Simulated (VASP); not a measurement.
Consider the following.

```yaml
crystal:
  lattice:
    - [0.00000, 2.88574, 2.88574]
    - [2.88574, 0.00000, 2.88574]
    - [2.88574, 2.88574, 0.00000]
  atoms:
    - { symbol: In, position: [0.00000, 0.00000, 0.00000] }
    - { symbol: P, position: [0.25000, 0.25000, 0.25000] }
```

Computed with PBE GGA with D3 dispersion (Becke-Johnson damping), VASP's PBE PAW potentials (set 64) (plane waves; VASP 6.6.1). Numerical set-up: 520 eV cut-off, 8×8×8 Γ-centred mesh, Gaussian smearing of 0.050 eV, potentials In_d P.

Unless said otherwise, spin-orbit coupling is left out, though it shifts the bands of the heavy elements here.

Q: What does the run give for the energy per atom (σ→0), pressure, band gap (on the k-mesh) with the smallest direct gap where there is one?

A: 
```yaml
band gap (on the k-mesh): 0.96 eV
smallest direct gap (on the k-mesh): 0.96 eV
energy per atom (σ→0): -4.484 eV/atom
pressure: 4.66 GPa
```

The absolute energy has meaning only against runs of the same code, potentials and settings.

The compound is InP in the zinc blende structure. This cell is one point of a volume scan, at 0.94 of the reference volume.
